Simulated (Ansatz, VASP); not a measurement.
# Cross-check of EuPPt3 between VASP and Ansatz, part 2 of 3

Aim: how closely do two programs agree when they are given the same cell, functional and k mesh?  The cell comes out of the VASP series on this material, whose earlier steps may have relaxed, scaled or displaced it; both programs get it as it stands.

VASP 6.6.1 and Ansatz 0.2.0.

So far. Step 2 (Ansatz: single point, PBEsol, DFT+U): The run ends at a pressure of 9.62 GPa, with forces up to 0.18 eV/Å.

### Step 3. VASP: single point, PBEsol, DFT+U

Level of this step: PBEsol, DFT+U (Eu f 8 eV, Pt d 4.5 eV), spin-polarised from an antiferromagnetic start; plane waves and PAW (Pt, Eu, P) (VASP).

The same cell, functional, mesh and smearing now go to VASP, with its own data sets and cutoff.

Lines of VASP's logs that name or quote its potential files are left out, and so is its time.

Contents of INCAR:

```
SYSTEM = EuPPt3
PREC = Accurate
ENCUT = 450
EDIFF = 1E-06
NELM = 150
ISMEAR = -1
SIGMA = 0.05
LREAL = .FALSE.
ALGO = Normal
GGA = PS
NBANDS = 69
ISPIN = 2
MAGMOM = 0 0 0 0 0 0 7 -7 0 0
LDAU = .TRUE.
LDAUTYPE = 2
LDAUL = 2 3 -1
LDAUU = 4.5 8 0
LDAUJ = 0 0 0
LDAUPRINT = 1
LASPH = .TRUE.
LMAXMIX = 6
AMIX = 0.2
BMIX = 1E-04
AMIX_MAG = 0.8
BMIX_MAG = 1E-04
LORBIT = 11
LWAVE = .FALSE.
LCHARG = .TRUE.
ISIF = 2
LELF = .TRUE.
LVHAR = .TRUE.
```

Contents of POSCAR:

```
EuPPt3
1.0
    5.7060990265      0.0000000000      0.0000000000
    0.0000000000      5.7060990265      0.0000000000
    0.0000000000      0.0000000000      5.2972832776
Pt Eu P
6 2 2
Direct
    0.7500000000      0.2500000000      0.5000000000
    0.7500000000      0.7500000000      0.5000000000
    0.2500000000      0.7500000000      0.5000000000
    0.2500000000      0.2500000000      0.5000000000
    0.5000000000      0.0000000000      0.8605007662
    0.0000000000      0.5000000000      0.1394992338
    0.5000000000      0.5000000000      0.0000000000
    0.0000000000      0.0000000000      0.0000000000
    0.5000000000      0.0000000000      0.2767311861
    0.0000000000      0.5000000000      0.7232688139
```

Contents of KPOINTS:

```
Automatic mesh
0
Gamma
4 4 4
0 0 0
```

PAW data sets: Pt, Eu and P (PBE family, release 64).

Launch:

```
$ mpirun -np 4 vasp_std
```

Numbers of over 12 decimals in the logs are rounded to 6 here.

Output:

```text
[banner, memory and clock lines left out]
running    4 mpi-ranks, on    1 nodes
 distrk:  each k-point on    4 cores,    1 groups
 distr:  one band on    1 cores,    4 groups

 POSCAR found type information on POSCAR PtEuP
 POSCAR found :  3 types and      10 ions
|                                                                             |
|               ----> ADVICE to this user running VASP <----                  |
|                                                                             |
|     You enforced a specific xc type in the INCAR file but a different       |
|     [... a line on the potential file left out ...]
|     I HOPE YOU KNOW WHAT YOU ARE DOING!                                     |
|                                                                             |

 LDA part: xc-table for (Slater+PW92), standard interpolation
|                                                                             |
|           W    W    AA    RRRRR   N    N  II  N    N   GGGG   !!!           |
|           W    W   A  A   R    R  NN   N  II  NN   N  G    G  !!!           |
|           W    W  A    A  R    R  N N  N  II  N N  N  G       !!!           |
|           W WW W  AAAAAA  RRRRR   N  N N  II  N  N N  G  GGG   !            |
|           WW  WW  A    A  R   R   N   NN  II  N   NN  G    G                |
|           W    W  A    A  R    R  N    N  II  N    N   GGGG   !!!           |
|                                                                             |
|     The number of bands has been changed from the values supplied in        |
|     The orbitals not found in the WAVECAR file will be initialized with     |
|     random numbers, which is usually adequate. For correlated               |
|     calculations, however, you should redo the groundstate calculation.     |
|     I found NBANDS = 69. Now, NBANDS = 72.                                  |
|                                                                             |

 POSCAR, INCAR and KPOINTS ok, starting setup
 FFT: planning ... GRIDC
 FFT: planning ... GRID_SOFT
 FFT: planning ... GRID
 WAVECAR not read
 entering main loop
       N       E                     dE             d eps       ncg     rms          rms(c)
DAV:   1     0.870023311635E+03    0.87002E+03   -0.37840E+04  8616   0.500E+03
DAV:   2     0.106319152787E+03   -0.76370E+03   -0.68720E+03  9592   0.792E+02
DAV:   3    -0.366670881615E+02   -0.14299E+03   -0.13405E+03  8280   0.219E+02
DAV:   4    -0.512911563297E+02   -0.14624E+02   -0.14433E+02  9240   0.610E+01
DAV:   5    -0.541139775184E+02   -0.28228E+01   -0.28146E+01 10064   0.234E+01    0.727E+01
DAV:   6    -0.655702925151E+02   -0.11456E+02   -0.12352E+01  9408   0.340E+01    0.428E+01
DAV:   7    -0.658859917271E+02   -0.31570E+00   -0.38822E+00 10312   0.399E+01    0.258E+01
DAV:   8    -0.659341436429E+02   -0.48152E-01   -0.97237E-01 10304   0.140E+01    0.164E+01
DAV:   9    -0.659666486006E+02   -0.32505E-01   -0.32336E-01 10144   0.653E+00    0.847E+00
DAV:  10    -0.659838429060E+02   -0.17194E-01   -0.83691E-02  9592   0.138E+00    0.431E+00
DAV:  11    -0.659899592592E+02   -0.61164E-02   -0.22487E-02 10104   0.248E+00    0.180E+00
DAV:  12    -0.659905758074E+02   -0.61655E-03   -0.93206E-03  9632   0.173E+00    0.169E+00
DAV:  13    -0.659920704849E+02   -0.14947E-02   -0.85988E-03  8904   0.348E-01    0.847E-01
DAV:  14    -0.659923378085E+02   -0.26732E-03   -0.20511E-03 10176   0.660E-01    0.212E-01
DAV:  15    -0.659923952664E+02   -0.57458E-04   -0.10982E-03  9576   0.152E-01    0.205E-01
DAV:  16    -0.659924264706E+02   -0.31204E-04   -0.29245E-04  9208   0.749E-02    0.221E-01
DAV:  17    -0.659924288941E+02   -0.24235E-05   -0.53843E-05  9432   0.778E-02    0.119E-01
DAV:  18    -0.659924272868E+02    0.16073E-05   -0.31167E-05  9704   0.288E-02    0.952E-02
DAV:  19    -0.659924266161E+02    0.67068E-06   -0.39000E-06  5192   0.311E-02
   1 F= -.65992427E+02 E0= -.65984504E+02  d E =-.158447E-01  mag=    -0.0000
```

From OUTCAR (step 3):

```text
ion  position               nearest neighbor table
   1  0.750  0.250  0.500-   9 2.34  10 2.34   5 2.78   6 2.78   2 2.85   4 2.85   2 2.85   4 2.85
                             7 3.33   8 3.33   7 3.33   8 3.33
   2  0.750  0.750  0.500-   9 2.34  10 2.34   5 2.78   6 2.78   1 2.85   3 2.85   1 2.85   3 2.85
                             7 3.33   8 3.33   7 3.33   8 3.33
   3  0.250  0.750  0.500-   9 2.34  10 2.34   5 2.78   6 2.78   2 2.85   4 2.85   4 2.85   2 2.85
                             7 3.33   8 3.33   7 3.33   8 3.33
   4  0.250  0.250  0.500-   9 2.34  10 2.34   5 2.78   6 2.78   1 2.85   3 2.85   3 2.85   1 2.85
                             7 3.33   8 3.33   7 3.33   8 3.33
   5  0.500  0.000  0.861-   9 2.20   2 2.78   3 2.78   4 2.78   1 2.78   8 2.95   7 2.95   7 2.95
                             8 2.95   9 3.09
   6  0.000  0.500  0.139-  10 2.20   2 2.78   3 2.78   4 2.78   1 2.78   8 2.95   7 2.95   8 2.95
                             7 2.95  10 3.09
   7  0.500  0.500  0.000-   5 2.95   6 2.95   5 2.95   6 2.95   9 3.21   9 3.21  10 3.21  10 3.21
                             1 3.33   2 3.33   3 3.33   4 3.33   1 3.33   2 3.33   3 3.33   4 3.33
   8  0.000  0.000  0.000-   5 2.95   6 2.95   6 2.95   5 2.95   9 3.21  10 3.21  10 3.21   9 3.21
                             1 3.33   2 3.33   3 3.33   4 3.33   1 3.33   2 3.33   3 3.33   4 3.33
   9  0.500  0.000  0.277-   5 2.20   2 2.34   3 2.34   4 2.34   1 2.34   5 3.09   7 3.21   8 3.21
                             7 3.21   8 3.21
  10  0.000  0.500  0.723-   6 2.20   2 2.34   3 2.34   4 2.34   1 2.34   6 3.09   8 3.21   7 3.21
                             8 3.21   7 3.21

  LATTYP: Found a simple tetragonal cell.
 ALAT       =     5.7060990265
 C/A-ratio  =     0.9283545997

 Subroutine GETGRP returns: Found 16 space group operations
 (whereof  8 operations were pure point group operations)

The static configuration has the point symmetry D_2d.
 The point group associated with its full space group is D_4h.

 Found     18 irreducible k-points:

   k-points           NKPTS =     18   k-points in BZ     NKDIM =     18   number of bands    NBANDS=     72

   dimension x,y,z NGX =    40 NGY =   40 NGZ =   40
   dimension x,y,z NGXF=    80 NGYF=   80 NGZF=   80

   ENCUT  =  450.0 eV  33.07 Ry    5.75 a.u.   9.87  9.87  9.16*2*pi/ulx,y,z

   NELECT =     104.0000    total number of electrons

 k-points in reciprocal lattice and weights: Automatic mesh
   0.00000000  0.00000000  0.00000000       0.016
   0.25000000  0.00000000  0.00000000       0.062
   0.50000000  0.00000000  0.00000000       0.031
   0.25000000  0.25000000  0.00000000       0.062
   0.50000000  0.25000000  0.00000000       0.062
   0.50000000  0.50000000  0.00000000       0.016
   0.00000000  0.00000000  0.25000000       0.031
   0.25000000  0.00000000  0.25000000       0.125
   0.50000000  0.00000000  0.25000000       0.062
[...]
0.50000000  0.25000000  0.50000000       0.062
   0.50000000  0.50000000  0.50000000       0.016

atom =   1  type =  1  l = 2

 onsite density matrix

spin component  1

  0.8955 -0.0194 -0.0100 -0.0194  0.0000
 -0.0194  0.8678 -0.0048 -0.0399  0.0043
 -0.0100 -0.0048  0.8729 -0.0048  0.0000
 -0.0194 -0.0399 -0.0048  0.8678 -0.0043
  0.0000  0.0043  0.0000 -0.0043  0.8226

spin component  2

 occupancies and eigenvectors

  o =  0.8165  v = -0.3421 -0.6531 -0.1726 -0.6531 -0.0000  0.0000  0.0000  0.0000  0.0000  0.0000      0.0000  0.0000  0.0000  0.0000  0.0000  0.0000  0.0000  0.0000  0.0000  0.0000
  o =  0.8165  v =  0.0000  0.0000  0.0000  0.0000  0.0000 -0.3421 -0.6531 -0.1726 -0.6531 -0.0000      0.0000  0.0000  0.0000  0.0000  0.0000  0.0000  0.0000  0.0000  0.0000  0.0000
  o =  0.8222  v = -0.0000 -0.0503 -0.0000  0.0503  0.9975  0.0000  0.0000  0.0000  0.0000  0.0000      0.0000  0.0000  0.0000  0.0000  0.0000  0.0000  0.0000  0.0000  0.0000  0.0000
  o =  0.8222  v =  0.0000  0.0000  0.0000  0.0000  0.0000 -0.0000 -0.0503 -0.0000  0.0503  0.9975      0.0000  0.0000  0.0000  0.0000  0.0000  0.0000  0.0000  0.0000  0.0000  0.0000
  o =  0.8730  v =  0.0000  0.0000  0.0000  0.0000  0.0000 -0.1439  0.1648 -0.9618  0.1648 -0.0000      0.0000  0.0000  0.0000  0.0000  0.0000  0.0000  0.0000  0.0000  0.0000  0.0000
  o =  0.8730  v = -0.1439  0.1648 -0.9618  0.1648 -0.0000  0.0000  0.0000  0.0000  0.0000  0.0000      0.0000  0.0000  0.0000  0.0000  0.0000  0.0000  0.0000  0.0000  0.0000  0.0000
[...]
o =  0.9767  v =  0.0000  0.0000  0.0000  0.0000  0.0000  0.0000  0.0000  0.0000  0.0000  0.0000 -0.0000 -0.6661 -0.0000 -0.7459      0.0000  0.0000  0.0000  0.0000  0.0000  0.0000  0.0000  0.0000  0.0000  0.0000  0.0000  0.0000  0.0000  0.0000
  o =  0.9767  v =  0.0000  0.0000  0.0000  0.0000  0.0000  0.0000  0.0000 -0.7459  0.0000  0.6661 -0.0000  0.0000 -0.0000  0.0000      0.0000  0.0000  0.0000  0.0000  0.0000  0.0000  0.0000  0.0000  0.0000  0.0000  0.0000  0.0000  0.0000  0.0000
  o =  0.9771  v =  0.0000  0.0000  0.0000  0.0000  0.0000  0.0000  0.0000  0.0000 -0.0000 -0.0000 -1.0000  0.0000 -0.0000  0.0000      0.0000  0.0000  0.0000  0.0000  0.0000  0.0000  0.0000  0.0000  0.0000  0.0000  0.0000  0.0000  0.0000  0.0000

 average (electrostatic) potential at core
       1 -64.9887       2 -64.9887       3 -64.9887       4 -64.9887       5 -64.6565
       6 -64.6565       7 -31.8142       8 -31.8142       9 -81.3616      10 -81.3616

 E-fermi :   8.0001

 spin component 1
 k-point     1 :       0.0000    0.0000    0.0000
  band No.  band energies     occupation
    ...
     49       6.9024      1.00000
     50       6.9466      1.00000
     51       6.9466      1.00000
     52       7.3752      1.00000
     53       7.6429      0.99921
     54       8.5567      0.00001
     55       8.5567      0.00001
     56      10.3469      0.00000
     57      10.3469      0.00000
     58      10.5509      0.00000
    ...

 k-point     2 :       0.2500    0.0000    0.0000
  band No.  band energies     occupation
    ...
     49       6.9023      1.00000
     50       6.9663      1.00000
     51       7.0888      1.00000
     52       7.5635      0.99984
     53       7.5724      0.99981
     54       8.5184      0.00003
     55       9.6549      0.00000
     56       9.9104      0.00000
     57       9.9451      0.00000
     58      10.8996      0.00000
    ...

 k-point     3 :       0.5000    0.0000    0.0000
  band No.  band energies     occupation
    ...
     47       6.8557      1.00000
     48       6.8632      1.00000
     49       6.8766      1.00000
     50       7.0147      1.00000
     51       7.2808      1.00000
     52       8.2716      0.00436
     53       8.2876      0.00317
     54       8.5258      0.00003
     55       8.5864      0.00001
     56      10.0472      0.00000
    ...

 k-point     4 :       0.2500    0.2500    0.0000
  band No.  band energies     occupation
    ...
     49       6.9782      1.00000
     50       7.0199      1.00000
     51       7.1978      1.00000
     52       7.2792      1.00000
     53       7.5632      0.99984
     54       8.6876      0.00000
     55       8.6913      0.00000
     56      10.6273      0.00000
     57      10.6431      0.00000
     58      11.1158      0.00000
    ...

 k-point     5 :       0.5000    0.2500    0.0000
  band No.  band energies     occupation
    ...
     49       6.9308      1.00000
     50       7.2404      1.00000
     51       7.3848      1.00000
     52       7.7074      0.99714
     53       7.7094      0.99702
     54       8.4485      0.00013
     55       8.4901      0.00006
     56      10.6714      0.00000
     57      10.9720      0.00000
     58      11.1307      0.00000
    ...

 k-point     6 :       0.5000    0.5000    0.0000
  band No.  band energies     occupation
    ...
     49       6.8831      1.00000
     50       7.4520      0.99998
     51       7.4520      0.99998
     52       7.8197      0.97361
     53       7.8516      0.95115
     54       8.3038      0.00230
     55       8.3038      0.00230
     56      10.8904      0.00000
     57      11.0025      0.00000
     58      11.0469      0.00000
    ...

  Total        0.0069681      0.0069681      0.0615198      0.0000000      0.0000000      0.0000000
  in kB        0.0647284      0.0647284      0.5714701      0.0000000      0.0000000      0.0000000
  external PRESSURE =       0.2336423 kB  Pullay stress =       0.0000000 kB

  energy-cutoff  :      450.00
  volume of cell :      172.48
      direct lattice vectors                 reciprocal lattice vectors
     5.706099026  0.000000000  0.000000000     0.175251077  0.000000000  0.000000000
     0.000000000  5.706099026  0.000000000     0.000000000  0.175251077  0.000000000
     0.000000000  0.000000000  5.297283278     0.000000000  0.000000000  0.188776010

 POSITION                                       TOTAL-FORCE (eV/Angst)
 -----------------------------------------------------------------------------------
      4.27957      1.42652      2.64864        -0.000000     -0.000000      0.000000
      4.27957      4.27957      2.64864         0.000000      0.000000      0.000000
      1.42652      4.27957      2.64864         0.000000      0.000000      0.000000
      1.42652      1.42652      2.64864        -0.000000     -0.000000      0.000000
      2.85305      0.00000      4.55832        -0.000000     -0.000000      0.005988
      0.00000      2.85305      0.73897        -0.000000     -0.000000     -0.005988
      2.85305      2.85305      0.00000        -0.000000     -0.000000      0.000000
      0.00000      0.00000      0.00000        -0.000000      0.000000      0.000000
      2.85305      0.00000      1.46592        -0.000000     -0.000000     -0.001221
      0.00000      2.85305      3.83136        -0.000000     -0.000000      0.001221
 -----------------------------------------------------------------------------------
    total drift:                                0.000000     -0.000000     -0.000000

  FREE ENERGIE OF THE ION-ELECTRON SYSTEM (eV)
  ---------------------------------------------------
  free  energy   TOTEN  =       -65.9924266161 eV

  energy  without entropy=      -65.9765818758  energy(sigma->0) =      -65.98450425

 total charge
# of ion       s       p       d       f       tot
--------------------------------------------------
    1        0.638   0.548   8.586   0.000   9.772
    2        0.638   0.548   8.586   0.000   9.772
    3        0.638   0.548   8.586   0.000   9.772
    4        0.638   0.548   8.586   0.000   9.772
    5        0.743   0.462   8.731   0.000   9.936
    6        0.743   0.462   8.731   0.000   9.936
    7        2.038   5.754   0.312   6.832  14.936
    8        2.038   5.754   0.312   6.832  14.936
    9        0.995   1.439   0.000   0.000   2.434
   10        0.995   1.439   0.000   0.000   2.434
--------------------------------------------------
tot         10.102  17.506  52.428  13.663  93.700

 magnetization (x)
# of ion       s       p       d       f       tot
--------------------------------------------------
    1        0.000   0.000   0.000   0.000   0.000
    2        0.000   0.000   0.000   0.000   0.000
    3        0.000   0.000   0.000   0.000   0.000
    4        0.000   0.000   0.000   0.000   0.000
    5        0.000   0.000   0.000   0.000   0.000
    6        0.000   0.000   0.000   0.000   0.000
    7       -0.010  -0.100   0.046   6.803   6.738
    8        0.010   0.100  -0.046  -6.803  -6.738
    9        0.000   0.000   0.000   0.000   0.000
   10        0.000   0.000   0.000   0.000   0.000
--------------------------------------------------
tot          0.000   0.000  -0.000   0.000   0.000

[... 1 further part left out ...]
```

The magnetic state follows from one typed start and may not be the lowest. With spin, VASP writes an ELF for each channel. A U on the itinerant d states of such a compound is hard to justify; it moves the bands at the Fermi level and favours large moments.

### Step 4. Differences

Known differences besides the PAW data sets themselves: U acts on the PAW sphere in VASP and on atomic orbitals in Ansatz, so only states and trends compare; the data sets hold 152 valence electrons in Ansatz (default PAW (the set named soft_2) files) and 104 in VASP; the cutoff is 420 eV in Ansatz and 450 eV in VASP; Ansatz makes its cores anew for this functional, VASP keeps those of its PBE data sets; site moments are counted in spheres of each program's own size. Total energies have different zeros and are not compared.

The two programs side by side:

| quantity | Ansatz | VASP | difference |
| --- | --- | --- | --- |
| pressure (GPa) | 9.62 | 0.02 | +9.60 |
| moment on Eu7 (μB) | 6.85 | 6.74 | +0.11 |
| moment on Eu8 (μB) | -6.85 | -6.74 | -0.11 |

At this near-relaxed geometry the largest component of a force difference is 186 meV/Å. Ansatz's pressure holds a Pulay correction of 0.09 GPa; VASP's holds none.

(Part 2 of 3 ends here.)

[Lines on the potential files, build, host, timing and source positions are cut from VASP's logs without a mark.]

[Logs are printed without paths, hosts, clocks, repeated set-up lines and the standing remarks that a program may print on its own settings, such as how far it seeks lower states.]

[Hosts, paths, dates, database ids (printed as entryN), source tags and the programs' standing remarks are cut or masked in the printed files.]
